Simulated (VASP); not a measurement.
# Fe3Cl (Fm-3m) in VASP: reference runs

Aim: a first look at Fe3Cl with PBE, on the cell as given.

Everything below comes from runs of VASP 6.6.1. Logs are shortened: lines on timing, memory, paths and dates and some standing lists are left out, and cuts for length are marked.

## (1) The structure

Symmetry: Fm-3m, No. 225, cubic system. Conventional cell: a = 6.317 Å, b = 6.317 Å, c = 6.317 Å, α = 90.00°, β = 90.00°, γ = 90.00°. Around Fe (site symmetry -43m) lie 4 Fe at 2.74 Å and 4 Cl at 2.74 Å. Fe (site symmetry m-3m) has 8 Fe at 2.74 Å as nearest neighbours. Cl (site symmetry m-3m) has 8 Fe at 2.74 Å as nearest neighbours.

The cell was built by a generator and needn't be a form met in nature.

## (2) Single point, PBE, collinear spin, ferromagnetic start

Contents of INCAR:

```
SYSTEM = Fe3Cl
  PREC = Accurate
  ENCUT = 520
  EDIFF = 1E-7
  ISMEAR = -1
  SIGMA = 0.05
  LREAL = .FALSE.
  LASPH = .TRUE.
  NELM = 150
  ALGO = Normal
  ISIF = 2
  LWAVE = .FALSE.
  LCHARG = .FALSE.
  ISPIN = 2
  MAGMOM = 3 3 3 0
  LORBIT = 11
  LMAXMIX = 4
  GGA = PE
  NBANDS = 28
```

Contents of KPOINTS:

```
regular mesh
0
G
  7 7 7
  0 0 0
```

Contents of POSCAR:

```
Fe3Cl
1.0
    0.0000000000      3.1584810000      3.1584810000
    3.1584810000      0.0000000000      3.1584810000
    3.1584810000      3.1584810000      0.0000000000
Fe Cl
3 1
Direct
    0.2500000000      0.2500000000      0.2500000000
    0.7500000000      0.7500000000      0.7500000000
    0.5000000000      0.5000000000      0.5000000000
    0.0000000000      0.0000000000      0.0000000000
```

Potentials or basis: VASP PAW PBE potentials, release 64 (Fe, Cl).

Command:

```
cat potpaw_PBE.64/Fe/POTCAR potpaw_PBE.64/Cl/POTCAR > POTCAR
mpirun -np 1 vasp_std > vasp.out
```

OUTCAR:

```text
SYSTEM = Fe3Cl
   PREC = Accurate
   ENCUT = 520
   EDIFF = 1E-7
   ISMEAR = -1
   LREAL = .FALSE.
   LASPH = .TRUE.
   NELM = 150
   ISIF = 2
   ISPIN = 2
   LORBIT = 11
   GGA = PE

 ion  position               nearest neighbor table
   1  0.250  0.250  0.250-   4 2.74   4 2.74   4 2.74   3 2.74   4 2.74   3 2.74   3 2.74   3 2.74

   2  0.750  0.750  0.750-   3 2.74   3 2.74   3 2.74   3 2.74   4 2.74   4 2.74   4 2.74   4 2.74

   3  0.500  0.500  0.500-   1 2.74   1 2.74   1 2.74   1 2.74   2 2.74   2 2.74   2 2.74   2 2.74

   4  0.000  0.000  0.000-   2 2.74   2 2.74   2 2.74   1 2.74   2 2.74   1 2.74   1 2.74   1 2.74

  LATTYP: Found a face centered cubic cell.
 ALAT       =     6.3169620000

  Lattice vectors:

 A1 = (   0.0000000000,   3.1584810000,   3.1584810000)
 A2 = (   3.1584810000,   0.0000000000,   3.1584810000)
 A3 = (   3.1584810000,   3.1584810000,   0.0000000000)

Analysis of symmetry for initial positions (statically):
=====================================================================
 Subroutine PRICEL returns:
 Original cell was already a primitive cell.

 Routine SETGRP: Setting up the symmetry group for a
 face centered cubic supercell.

 Subroutine GETGRP returns: Found 48 space group operations
 (whereof 48 operations were pure point group operations)
 out of a pool of 48 trial point group operations.

The static configuration has the point symmetry O_h .

Analysis of symmetry for dynamics (positions and initial velocities):
=====================================================================
 Subroutine PRICEL returns:
 Original cell was already a primitive cell.

 Routine SETGRP: Setting up the symmetry group for a
 face centered cubic supercell.

 Subroutine GETGRP returns: Found 48 space group operations
 (whereof 48 operations were pure point group operations)
 out of a pool of 48 trial point group operations.

The dynamic configuration has the point symmetry O_h .

Analysis of structural, dynamic, and magnetic symmetry:
=====================================================================
 Subroutine PRICEL returns:
 Original cell was already a primitive cell.

 Routine SETGRP: Setting up the symmetry group for a
 face centered cubic supercell.

 Subroutine GETGRP returns: Found 48 space group operations
 (whereof 48 operations were pure point group operations)
 out of a pool of 48 trial point group operations.

The overall configuration has the point symmetry O_h .

 Subroutine INISYM returns: Found 48 space group operations
 (whereof 48 operations are pure point group operations),
 and found     1 'primitive' translations

----------------------------------------------------------------------------------------

                                     Primitive cell

  volume of cell :      63.0180

  direct lattice vectors                    reciprocal lattice vectors
     0.000000000  3.158481000  3.158481000    -0.158303944  0.158303944  0.158303944
     3.158481000  0.000000000  3.158481000     0.158303944 -0.158303944  0.158303944
     3.158481000  3.158481000  0.000000000     0.158303944  0.158303944 -0.158303944

  length of vectors
     4.466766667  4.466766667  4.466766667     0.274190474  0.274190474  0.274190474

  position of ions in fractional coordinates (direct lattice)
     0.250000000  0.250000000  0.250000000
     0.750000000  0.750000000  0.750000000
     0.500000000  0.500000000  0.500000000
     0.000000000  0.000000000  0.000000000

  ion indices of the primitive-cell ions
   primitive index   ion index
                 1           1
                 2           2
                 3           3
                 4           4

----------------------------------------------------------------------------------------

 KPOINTS: regular mesh

Automatic generation of k-mesh.
 Grid dimensions read from file:
 generate k-points for:    7    7    7

 Generating k-lattice:

  Cartesian coordinates                     Fractional coordinates (reciprocal lattice)
    -0.022614849  0.022614849  0.022614849     0.142857143  0.000000000  0.000000000
     0.022614849 -0.022614849  0.022614849     0.000000000  0.142857143  0.000000000
     0.022614849  0.022614849 -0.022614849     0.000000000  0.000000000  0.142857143

  Length of vectors
     0.039170068  0.039170068  0.039170068

  Shift w.r.t. Gamma in fractional coordinates (k-lattice)
     0.000000000  0.000000000  0.000000000

 Subroutine IBZKPT returns following result:
 ===========================================

 Found     20 irreducible k-points:

 Following reciprocal coordinates:
            Coordinates               Weight
  0.000000  0.000000  0.000000      1.000000
  0.142857  0.000000  0.000000      8.000000
  0.285714  0.000000  0.000000      8.000000
  0.428571  0.000000  0.000000      8.000000
  0.142857  0.142857  0.000000      6.000000
  0.285714  0.142857  0.000000     24.000000
[... 12 lines left out ...]
 -0.428571  0.428571  0.142857     24.000000
 -0.285714  0.428571  0.142857     24.000000
   k-points           NKPTS =     20   k-points in BZ     NKDIM =     20   number of bands    NBANDS=     28
   number of dos      NEDOS =    301   number of ions     NIONS =      4
   total plane-waves  NPLWV =  46656
   dimension x,y,z NGX =    36 NGY =   36 NGZ =   36
   dimension x,y,z NGXF=    72 NGYF=   72 NGZF=   72
   ions per type =               3   1
   NGX,Y,Z   is equivalent  to a cutoff of  13.40, 13.40, 13.40 a.u.
   NGXF,Y,Z  is equivalent  to a cutoff of  26.80, 26.80, 26.80 a.u.
 SYSTEM =  Fe3Cl
   PREC   = accura    normal or accurate (medium, high low for compatibility)
   ISTART =      0    job   : 0-new  1-cont  2-samecut
   ICHARG =      2    charge: 1-file 2-atom 10-const
   ISPIN  =      2    spin polarized calculation?
   LNONCOLLINEAR =      F non collinear calculations
   LSORBIT =      F    spin-orbit coupling
   LASPH  =      T    aspherical Exc in radial PAW
   ENCUT  =  520.0 eV  38.22 Ry    6.18 a.u.   8.31  8.31  8.31*2*pi/ulx,y,z
   NELM   =    150;   NELMIN=  2; NELMDL= -5     # of ELM steps
   EDIFF  = 0.1E-06   stopping-criterion for ELM
   LREAL  =      F    real-space projection
   EDIFFG = 0.1E-05   stopping-criterion for IOM
   NSW    =      0    number of steps for IOM
   IBRION =     -1    ionic relax: 0-MD 1-quasi-New 2-CG
   NFREE  =      0    steps in history (QN), initial steepest desc. (CG)
   ISIF   =      2    stress and relaxation
   ISYM   =      2    0-nonsym 1-usesym 2-fastsym
   POTIM  = 0.5000    time-step for ionic-motion
   TEBEG  =    0.0;   TEEND  =   0.0 temperature during run
   PSTRESS=    0.0 pullay stress
   NELECT =      31.0000    total number of electrons
   NUPDOWN=      -1.0000    fix difference up-down
   EMIN   =  10.00;   EMAX   =-10.00  energy-range for DOS
   EFERMI =   0.00;   METHOD = LEGACY
   ISMEAR =    -1;   SIGMA  =   0.05  broadening in eV -4-tet -1-fermi 0-gaus
   EFERMI_NEDOS =   21; number of points for ismear=-14 and -15
   IALGO  =     38    algorithm
   IMIX   =      4    mixing-type and parameters
     AMIX     =   0.40;   BMIX     =  1.00
     AMIX_MAG =   1.60;   BMIX_MAG =  1.00
  volume/ion in A,a.u.               =      15.75       106.32
  Fermi-wavevector in a.u.,A,eV,Ry     =   1.292331  2.442152 22.723358  1.670120
  Thomas-Fermi vector in A             =   2.424046
   LORBIT       =     11    0 simple, 1 ext, 2 COOP (PROOUT), +10 PAW based schemes
   GGA     = PE    functional components
   LHFCALC =     F    Hartree Fock is set to
   AEXX    =    0.0000 exact exchange contribution
   IVDW    =     0    specifies the selected vdW correction
   LEPSILON=     F    determine dielectric tensor
   LRPA    =     F    only Hartree local field effects (RPA)
 spin polarized calculation
  energy-cutoff  :      520.00
  volume of cell :       63.02
 maximum number of plane-waves:      1720
 NGX is ok and might be reduce to    36
   NGX = 17   NGY = 17   NGZ = 17

 number of electron      30.9999998 magnetization       8.6787966

 Free energy of the ion-electron system (eV)
  ---------------------------------------------------
  ext. energy  EPLUGINS =         0.00000000
  ---------------------------------------------------
  free energy    TOTEN  =       -23.35505955 eV

  energy without entropy =      -23.31460042  energy(sigma->0) =      -23.33482998

 E-fermi :   5.0084     XC(G=0): -11.2553

 val. band max:        4.9993733419   @ k =  -0.4286   0.4286   0.1429
 cond. band min:       5.0261771167   @ k =   0.4286   0.2857   0.1429
 fundamental gap:      0.0268037748
 Fermi energy:         5.0084280282

 spin component 1

 k-point     1 :       0.0000    0.0000    0.0000
  band No.  band energies     occupation
      1     -12.3926      1.00000
      2      -1.0625      1.00000
      3      -1.0625      1.00000
      4      -1.0625      1.00000
      5       0.3996      1.00000
      6       1.2504      1.00000
[... 589 lines left out ...]
     26      14.3700      0.00000
     27      14.6265      0.00000
 Fermi energy:         5.0084280282

 spin component 2

 k-point     1 :       0.0000    0.0000    0.0000
  band No.  band energies     occupation
      1     -12.2528      1.00000
      2      -0.6892      1.00000
      3      -0.6892      1.00000
      4      -0.6892      1.00000
      5       0.7225      1.00000
      6       3.5534      1.00000
[... 589 lines left out ...]
     26      14.7857      0.00000
     27      15.0819      0.00000
 [bands above 27 left out]

------------------------ aborting loop because EDIFF is reached ----------------------------------------

  FORCE on cell =-STRESS in cart. coord.  units (eV):
  Direction    XX          YY          ZZ          XY          YZ          ZX
  --------------------------------------------------------------------------------------
  -------------------------------------------------------------------------------------
  Total       -4.1652491     -4.1652491     -4.1652491     -0.0000000      0.0000000     -0.0000000
  in kB     -105.8977570   -105.8977570   -105.8977570     -0.0000000      0.0000000     -0.0000000
  external PRESSURE =    -105.8977570 kB  Pullay stress =       0.0000000 kB

 VOLUME and BASIS-vectors are now :
 -----------------------------------------------------------------------------
  energy-cutoff  :      520.00
  volume of cell :       63.02
      direct lattice vectors                 reciprocal lattice vectors
     0.000000000  3.158481000  3.158481000    -0.158303944  0.158303944  0.158303944
     3.158481000  0.000000000  3.158481000     0.158303944 -0.158303944  0.158303944
     3.158481000  3.158481000  0.000000000     0.158303944  0.158303944 -0.158303944

 POSITION                                       TOTAL-FORCE (eV/Angst)
 -----------------------------------------------------------------------------------
      1.57924      1.57924      1.57924        -0.000000     -0.000000     -0.000000
      4.73772      4.73772      4.73772         0.000000      0.000000      0.000000
      3.15848      3.15848      3.15848         0.000000      0.000000      0.000000
      0.00000      0.00000      0.00000         0.000000      0.000000      0.000000
 -----------------------------------------------------------------------------------
    total drift:                                0.000000      0.000000      0.000000

  FREE ENERGIE OF THE ION-ELECTRON SYSTEM (eV)
  ---------------------------------------------------
  free  energy   TOTEN  =       -23.3550595462 eV

  energy  without entropy=      -23.3146004234  energy(sigma->0) =      -23.33482998

 total charge

# of ion       s       p       d       tot
------------------------------------------
    1        0.352   0.247   6.149   6.748
    2        0.352   0.247   6.149   6.748
    3        0.414   0.276   6.150   6.840
    4        1.659   3.304   0.000   4.963
--------------------------------------------------
tot          2.777   4.074  18.448  25.299

 magnetization (x)

# of ion       s       p       d       tot
------------------------------------------
    1       -0.011  -0.016   2.911   2.884
    2       -0.011  -0.016   2.911   2.884
    3       -0.024  -0.028   2.883   2.831
    4        0.013   0.123   0.000   0.136
--------------------------------------------------
tot         -0.033   0.063   8.704   8.734
```

It took 66 s on 1 thread of AMD EPYC 9R45 (Zen 5), shared host; peak memory 0.23 GiB.

What came out:

```yaml
Free_energy: -23.3551 eV
Pressure: -10.6 GPa
Band_gap_on_the_k_mesh: none (metal or under the smearing width)
Net_moment: 8.68 μB per cell
Site_moments: Fe +2.88, +2.83; Cl +0.14 μB
Valence_electrons_inside_the_program's_atomic_spheres: Fe 6.75, 6.84; Cl 4.96
```

Levels at points of the mesh, in eV from the Fermi level:
Spin up:
```tsv
k point	band 16	band 17	band 18	band 19	band 20	band 21	band 22	band 23	band 24	band 25
(0.00, 0.00, 0.00)	-1.77	-1.77	-1.68	-1.68	-1.68	3.99	3.99	3.99	6.39	6.43
```
Spin down:
| k point | band 8 | band 9 | band 10 | band 11 | band 12 | band 13 | band 14 | band 15 |
| --- | --- | --- | --- | --- | --- | --- | --- | --- |
| (0.00, 0.00, 0.00) | -0.80 | -0.80 | -0.80 | 0.45 | 0.45 | 0.45 | 0.83 | 0.83 |

Caveat: semilocal functionals often make such compounds metallic where correlation or magnetic order opens a gap, which also shifts bond lengths; only a ferromagnetic start was run, and an antiferromagnetic order may lie lower in energy. With open d or f shells a metallic result of PBE can be an artefact of self-interaction; +U or a hybrid may open a gap.
